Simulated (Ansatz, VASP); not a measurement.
# Cross-check of GaN between VASP and Ansatz

Aim: how closely do two programs agree when they are given the same cell, functional and k mesh? The cell is taken from a series of runs on this material, whose earlier steps may have relaxed, scaled, displaced or heated it; both programs get it as it stands.

Calculated with Ansatz 0.2.0; plane waves, with VASP 6.6.1 beside it; HSE06 form with 75 % exact exchange, screening 0.2078 1/A with an exact-exchange share of 0.75.

## Step 1: The structure

The structure is cubic, space group F-43m (No. 216). The conventional cell has a = 4.507 Å, b = 4.507 Å, c = 4.507 Å, α = 90.00°, β = 90.00°, γ = 90.00°. Ga has 4 N at 1.95 Å nearest. Nearest to N lie 4 Ga at 1.95 Å. Farther neighbours and most contacts between anions are not listed.

## Step 2: Ansatz: G0W0 gap, HSE06 form with 75 % exact exchange, screening 0.2078 1/A with an exact-exchange share of 0.75

Ansatz runs on its PAW soft_1 files.

Quasiparticle shifts depend on high empty states and on the cores, so they are the hardest test of two PAW sets.

input.yaml

```yaml
crystal:
  lattice:
    - [0.0, 2.2535006075, 2.2535006075]
    - [2.2535006075, 0.0, 2.2535006075]
    - [2.2535006075, 2.2535006075, 0.0]
  atoms:
    - { symbol: Ga, position: [0.0, 0.0, 0.0] }
    - { symbol: "N", position: [0.75, 0.75, 0.75] }
kpoints:
  mp_grid: { grid: [8, 8, 8] }
hamiltonian:
  xc:
    exchange: pbe
    correlation: pbe
    exx: { coeff: 0.75, omega: 0.2078 }
  pseudopotentials: { kind: paw, azcp: { folder: soft_1 } }
scf:
  occupations: { method: fixed }
gw:
  n_empty_bands: 95
  ecut_chi: 150.0
  qp_bands: [v2, c2]
  qp_kpoints: band_edges
  screening: { model: contour_deformation }
```

Launch:

```
$ ansatz run input.yaml --threads 4 --pin off --max-ram 138240MiB --backend cuda --events-out ev --progress --plain --runs-dir out --devices 1 --max-vram 26GiB
```

Numbers of over 12 decimals in the logs are rounded to 6 here.

Output:

```text
GPUs: using 1 of 1 available (devices: 1).
Engine: ansatz 0.2.0, x86_64-unknown-linux-gnu
Pseudopotentials: kind: paw
Pseudopotential: Ga, paw, valence charge 13, recommended cutoff 420 eV (normal), soft_1/Ga.paw.azcp
Pseudopotential: N, paw, valence charge 5, recommended cutoff 420 eV (normal), soft_1/N.paw.azcp
Functional definition: unnamed
  parameter a_1 = 0.75
  parameter omega_1 = 0.2078/angstrom
  exchange = pbe_x + (-a_1)*pbe_x_sr(omega_1) + a_1*exact_x_sr(omega_1)
  correlation = pbe_c
davidson cushion auto → on  (no smearing: the cushion is to keep the highest requested band from converging to the state above it; pin scf.eigensolver.cushion to override)
device memory: the entry about to start is reckoned to put 0.4 GiB on a device that reports 66.7 GiB free (of which the cap on the GPU budget leaves the run 26.0 GiB)
GPU FFT provider: cuFFT
GPU libraries: cuBLAS 13.8.2, cuFFT 12.4.0, cuSOLVER 12.3.4
Crystal: 2 atoms, lattice volume = 22.888 Å³
Basis set: ecut = 420 eV, 459 PW (Γ)
Bands: 13, of which v1, the nominal top of the filled ones, is band 9 counted from 1 (8 counted from 0)
Symmetry: 24 space group operations
Space group: F-43m (ITA 216), of the structure as read, at distance tolerance 2.8e-5 Å
k-points: 29 of 512 (time reversal used)
Non-local potential: Ga, projectors of the file, l = 0: 2, l = 1: 2, l = 2: 3, l = 3: 1
Non-local potential: N, projectors of the file, l = 0: 2, l = 1: 2, l = 2: 1
PAW form: soft (Blöchl's): semilocal exchange-correlation on the pseudo side does not see the compensation charge
PAW frozen core: Ga, regenerated for the run's functional, and the local potential with it (the file was generated under x = pbe(κ = 0.804, μ = 0.219515), c = pbe(β = 0.066725))
PAW frozen core: N, regenerated for the run's functional, and the local potential with it (the file was generated under x = pbe(κ = 0.804, μ = 0.219515), c = pbe(β = 0.066725))
PAW one-centre angular grid: Ga, 590 points (default); XC on 64 Gauss nodes
PAW one-centre angular grid: N, 110 points (default); XC on 64 Gauss nodes
Initial density: superposition of atomic densities (chi_scale 0.1, normalization cell, long waves kept (reshape's long-wave potential 0.00 eV rms))
Initial wavefunctions: pseudopotential atomic-orbital guess
GPU buffer pool allocated for 13824 grid points (all kernels)
GPU transforms: local potential and band sums: pruned to the plane-wave sphere, on 24×24×24
Functional: x = pbe(κ = 0.804, μ = 0.219515), c = pbe(β = 0.066725), warm-up for x = pbe(κ = 0.804, μ = 0.219515) + 0.75 (exact − pbe) at short range (hse, ω = 0.2078 Å⁻¹), c = pbe(β = 0.066725)
SCF iter   1: F=—  HF=-4168.572498 eV  |F-HF|=—  |Δ(HF+E_count)|=         —  Δρ=1.12e-1  dr2=2.52e0  ethr=1.00e-1  ⟨swp⟩=4.7  Hψ=1178  notcnv=0
preconditioner: auto → none  [insulator: Δε(μ)=2.562 eV  Ē_g=19.123 eV  n_scr=8 (ndim 8)  ℏωp=32.9 eV  f_vac=0.000]
SCF iter   2: F=—  HF=-4168.040655 eV  |F-HF|=—  |Δ(HF+E_count)|=   5.32e-1  Δρ=6.15e-2  dr2=5.29e-1  ethr=1.40e-2  ⟨swp⟩=3.1  Hψ=1025  notcnv=0
iter 3 solved again at ethr=2.53e-4 eV; its pass at ethr=2.94e-3 eV (dr2=4.56e-2 eV) is discarded
SCF iter   3: F=—  HF=-4167.919614 eV  |F-HF|=—  |Δ(HF+E_count)|=   1.21e-1  Δρ=2.05e-2  dr2=4.61e-2  ethr=2.53e-4  ⟨swp⟩=2.6  Hψ=1827  notcnv=0
SCF iter   4: F=—  HF=-4167.917650 eV  |F-HF|=—  |Δ(HF+E_count)|=   1.96e-3  Δρ=7.16e-3  dr2=5.32e-3  ethr=2.53e-4  ⟨swp⟩=2.8  Hψ=905  notcnv=0
SCF iter   5: F=-4167.915148 eV  HF=-4167.915175 eV  |F-HF|=2.71e-5  |Δ(HF+E_count)|=   2.47e-3  Δρ=9.51e-4  dr2=8.89e-5  ethr=2.95e-5  ⟨swp⟩=3.0  Hψ=1090  notcnv=0
SCF 1 stopped early in 5 iterations: F = -4167.915148 eV  dr2 = 8.89e-5
  greatest PAW one-centre occupation: 0.995 electrons in one spin orbital (limit 2), on the Ga atom at site 0 (counted from 0), in its partial waves of l = 2
device memory: the entry about to start is reckoned to put 1.1 GiB on a device that reports 66.7 GiB free (of which the cap on the GPU budget leaves the run 26.0 GiB)
GPU FFT provider: cuFFT
GPU libraries: cuBLAS 13.8.2, cuFFT 12.4.0, cuSOLVER 12.3.4
Initial density: handed on by an earlier stage of this run
Initial wavefunctions: those handed on with the density
GPU buffer pool allocated for 13824 grid points (all kernels)
GPU transforms: local potential and band sums: pruned to the plane-wave sphere, on 24×24×24
Functional: x = pbe(κ = 0.804, μ = 0.219515) + 0.75 (exact − pbe) at short range (hse, ω = 0.2078 Å⁻¹), c = pbe(β = 0.066725)
[...]
Frozen-core exchange: fock
SCF iter   1: F=—  HF=-4169.859299 eV  |F-HF|=—  |Δ(HF+E_count)|=         —  Δρ=4.40e-5  dr2=3.32e-7  ethr=2.20e-7  ⟨swp⟩=3.4  Hψ=1005  notcnv=0
preconditioner: auto → none  [insulator: Δε(μ)=5.779 eV  Ē_g=27.964 eV  n_scr=8 (ndim 8)  ℏωp=32.9 eV  f_vac=0.002]
SCF iter   2: F=—  HF=-4169.859299 eV  |F-HF|=—  |Δ(HF+E_count)|=   6.63e-7  Δρ=3.10e-5  dr2=1.70e-7  ethr=8.90e-10  ⟨swp⟩=4.2  Hψ=1539  notcnv=0
SCF iter   3: F=-4169.859299 eV  HF=-4169.859299 eV  |F-HF|=1.35e-8  |Δ(HF+E_count)|=   1.54e-8  Δρ=1.01e-5  dr2=1.60e-8  ethr=7.39e-10  ⟨swp⟩=3.7  Hψ=1167  notcnv=0
SCF 4 converged in 3 iterations: F = -4169.859299 eV  dr2 = 1.60e-8
hybrid outer 3: dexx = +8.251e-7 eV, tail = 1.01e-7 eV, Δε = 2.37e-3 eV (about 3.15e-4 eV left of the loop's levels)
[...]
Exchange-term sweep: 24 of 29 (spin, k) points
Exchange-term sweep: 25 of 29 (spin, k) points
Exchange-term sweep: 27 of 29 (spin, k) points
Exchange-term sweep: 28 of 29 (spin, k) points
Exchange-term sweep: 29 of 29 (spin, k) points
G₀W₀ screening: q 1/29
[... further progress lines ...]
hybrid SCF converged: 3 outer / 14 inner (+5 warm-up), last move |dexx| = 8.25e-7 eV, tail = 1.01e-7 eV
Stability not checked: this state was not tested for a lower state beside it, because the functional holds exact exchange (a hybrid, or Hartree-Fock), whose exchange loop this test does not read (fock_operator; see scf.lower_state_search)
Free energy (F): -4169.859299 eV
Frozen-core exchange: fock
Harris-Foulkes:  -4169.859299 eV  (|F-HF|=1.35e-8)
Internal energy: -4169.859299 eV  (E = F + TS)
E sigma→0 (E₀):  -4169.859299 eV
Fermi energy:    6.975397 eV
--- Per-component energies (eV) ---
  E_band       = -131.122450
  E_kinetic    = 238.790222
  E_local      = -1421.687248  (includes V_loc(G=0)·N_el)
  E_nonlocal   = -55.231990
  E_hartree    = 910.681742
  E_xc         = -51.494971
  E_vxc        = -52.796875  (∫ρ·V_xc dr)
  E_exx        = -187.707346  (= α·E_x^exact, valence–valence)
  E_paw        = -2015.866517  (= ΣΔE_a)
  E_vpaw       = -286.145773  (= ΣTr[D̂ρ^β])
  E_aug_tail   = 0.000790  (compensation charges beyond the density's cutoff)
  E_ewald      = -1587.434954
  E_core_change = 0.090973  (= ΣΔE_core)
  E_smearing   = -0.000000  (= −TS)
  E_closure    = -0.000000  (closes the sum)
  Σ components = -4169.859299   (vs F -4169.859299, Δ=0.00e0)
--- Band table (eV; the first three rows and the last of 29) ---
  k-point 0: bands = [... 5 lower, -12.7645, 6.9754, 6.9754, 6.9754, 12.7548, 22.2958]
  k-point 1: bands = [... 5 lower, -12.6066, 5.3652, 6.7843, 6.7843, 13.9040, 21.5738]
  k-point 2: bands = [... 5 lower, -11.6415, 2.4280, 6.3576, 6.3576, 15.4424, 20.7696]
  k-point 28: bands = [... 5 lower, -8.8419, 0.4188, 2.4055, 2.7945, 17.2012, 21.2866]
  guard bands above this table: 2 of the run's 13 bands. The solve was not asked for them (output.publish_guard_bands: true or output.eigenvalues: true publishes all)
--- G₀W₀: contour deformation, 6 samples at zero and on the imaginary axis and 4 off it, 512 q-points, 95 empty bands' worth ---
  eigenvalues of the whole cell's RPA ε∞ on this k-mesh (on a slab, of 1 + 4πα/V) = 3.2551, 3.2551, 3.2551; static W/v taken at q = 0 is 0.307209
  bands read: the sum over 104 bands ends inside a degenerate multiplet in 4 slots, whose members it reads at an even weight; the widest, k=0: bands 103 to 105 (counted from 1) at 2/3 each
  gw.qp_kpoints: band_edges: 12 of 29 stored k-points solved, in 1 pass; an edge of the gap read off the rows below is read off those points alone
    valence top: of the k-points left out ik 5 came nearest to being solved in a further pass, in band 8 (counted from 1, as in the quasiparticle table): it holds the edge there only if its correction is more favourable than any solved in that band by at least 0.364 eV; those differ by 0.206 eV
    conduction bottom: of the k-points left out ik 5 came nearest to being solved in a further pass, in band 10 (counted from 1, as in the quasiparticle table): it holds the edge there only if its correction is more favourable than any solved in that band by at least 1.165 eV; those differ by 0.436 eV
    ik  band        ε_KS         Σx   Σc(E_QP)       V_xc       Z   E_QP_lin       E_QP  E_QP is
     0     8      6.9754   -23.2598     2.2826   -22.1464  0.8451     8.1390     8.1445  root
     0     9      6.9754   -23.2598     2.2826   -22.1464  0.8451     8.1390     8.1445  root
     0    10     12.7548    -9.8502    -3.5035   -13.2490  0.8707    12.6501    12.6500  root
     0    11     22.2958    -7.1582    -4.3354   -11.0089  0.8696    21.8123    21.8111  root
     1     8      6.7843   -23.1140     2.3007   -21.9848  0.8447     7.9501     7.9558  root
     1     9      6.7843   -23.1140     2.3007   -21.9848  0.8447     7.9501     7.9558  root
     1    10     13.9040   -10.0979    -3.5523   -13.5421  0.8663    13.7960    13.7960  root
     1    11     21.5738    -7.3430    -4.3355   -11.1911  0.8673    21.0876    21.0864  root
     2     8      6.3576   -22.8075     2.3423   -21.6462  0.8438     7.5326     7.5385  root
     2     9      6.3576   -22.8075     2.3423   -21.6462  0.8438     7.5326     7.5385  root
     2    10     15.4424    -9.4173    -3.8224   -13.0054  0.8655    15.2083    15.2081  root
     2    11     20.7696    -7.7433    -4.3889   -11.6195  0.8565    20.2584    20.2569  root
     3     8      5.9717   -22.5445     2.3797   -21.3586  0.8429     7.1592     7.1655  root
     3     9      5.9717   -22.5445     2.3797   -21.3586  0.8429     7.1592     7.1655  root
     3    10     16.0790    -8.8831    -3.9156   -12.5120  0.8713    15.7926    15.7922  root
     3    11     20.7142    -7.6920    -4.5529   -11.6467  0.8418    20.1183    20.1160  root
     4     8      5.8219   -22.4444     2.3941   -21.2499  0.8425     7.0152     7.0216  root
     4     9      5.8219   -22.4444     2.3941   -21.2499  0.8425     7.0152     7.0216  root
     4    10     16.1663    -8.7951    -3.9131   -12.4227  0.8741    15.8810    15.8807  root
     4    11     20.8054    -7.4907    -4.6305   -11.4819  0.8365    20.1689    20.1661  root
    11     8      5.7740   -22.3760     2.3709   -21.1932  0.8432     6.9559     6.9622  root
    11     9      6.7351   -23.0736     2.3097   -21.9350  0.8444     7.9005     7.9061  root
    11    10     15.1787    -9.9141    -3.7319   -13.4643  0.8623    14.9971    14.9970  root
    11    11     20.9842    -7.8979    -4.3070   -11.7294  0.8664    20.5098    20.5087  root
[...]
23     8      3.4432   -21.4378     2.5946   -20.1257  0.8360     4.7167     4.7257  root
    23     9      4.8832   -21.7327     2.4498   -20.5004  0.8408     6.0936     6.1007  root
    23    10     18.1405    -7.6451    -4.0021   -11.3830  0.8646    17.8766    17.8762  root
    23    11     18.6045    -8.5594    -4.1739   -12.3242  0.8636    18.1961    18.1953  root
    28     8      2.4055   -21.0854     2.7595   -19.7013  0.8316     3.7695     3.7809  root
    28     9      2.7945   -19.8959     2.5410   -18.6010  0.8351     4.0317     4.0406  root
    28    10     17.2012    -8.1891    -3.8175   -11.8600  0.8643    17.0546    17.0545  root
    28    11     21.2866   -10.5688    -4.6382   -14.5037  0.8457    20.5862    20.5834  root
```

(Continued in part 2 of 2.)

[Lines on the potential files, build, host, timing and source positions are cut from VASP's logs without a mark.]

[Logs are printed without paths, hosts, clocks, repeated set-up lines and the standing remarks that a program may print on its own settings, such as how far it seeks lower states.]

[Hosts, paths, dates, database ids (printed as entryN), source tags and the programs' standing remarks are cut or masked in the printed files.]
